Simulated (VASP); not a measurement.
Consider the following.

```
CELL_PARAMETERS angstrom
      0.00000     3.34396     3.34396
      3.34396     0.00000     3.34396
      3.34396     3.34396     0.00000
ATOMIC_POSITIONS crystal
  Na 0.25000 0.25000 0.25000
  Na 0.75000 0.75000 0.75000
  S  0.00000 0.00000 0.00000
```

The numbers are results of revTPSS meta-GGA, VASP's PBE PAW potentials (set 64) (plane waves; VASP 6.6.1), not measurements. Settings: 520 eV cut-off, 6×6×6 Γ-centred mesh, Gaussian smearing of 0.050 eV, potentials Na_pv S.

Give the stress tensor in GPa (positive for a compressed cell).

```
-1.46   0.00   0.00
 0.00  -1.46   0.00
 0.00   0.00  -1.46
```
The pressure is its mean diagonal, -1.46 GPa.

The compound is Na2S in the antifluorite structure. This cell is one point of a volume scan, at 1.06 of the reference volume.
